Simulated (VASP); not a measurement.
ZnO (wurtzite) relaxed at rising pressure, in one space group throughout; other phases were not tried. The pressures are those reached. Method: PBE GGA, VASP's PBE PAW potentials (set 64) (plane waves; VASP 6.6.1).

```json
[
 {"P (GPa)": "-0.10", "V (Å³/atom)": "12.401", "k-mesh": "8×8×4"},
 {"P (GPa)": "5.07", "V (Å³/atom)": "11.955", "k-mesh": "8×8×4"},
 {"P (GPa)": "10.09", "V (Å³/atom)": "11.591", "k-mesh": "8×8×5"},
 {"P (GPa)": "20.02", "V (Å³/atom)": "11.008", "k-mesh": "8×8×5"},
 {"P (GPa)": "29.97", "V (Å³/atom)": "10.546", "k-mesh": "8×8×5"}
]
```

A change of mesh leaves a small step in the series.

Q: Fit an equation of state and predict the volume at 44.87 GPa.

A: Least squares on the third-order Birch-Murnaghan form, P = (3B0/2)(y⁷ − y⁵)[1 + (3/4)(B′ − 4)(y² − 1)] with y = (V0/V)^(1/3), gives V0 = 12.392 Å³/atom, B0 = 131 GPa and B′ = 4.4, and so 9.998 Å³/atom. The run gave 9.992 Å³/atom, -0.1 % from the fit.

Pressures at which the relaxation failed are left out.

The compound is ZnO in the wurtzite structure.
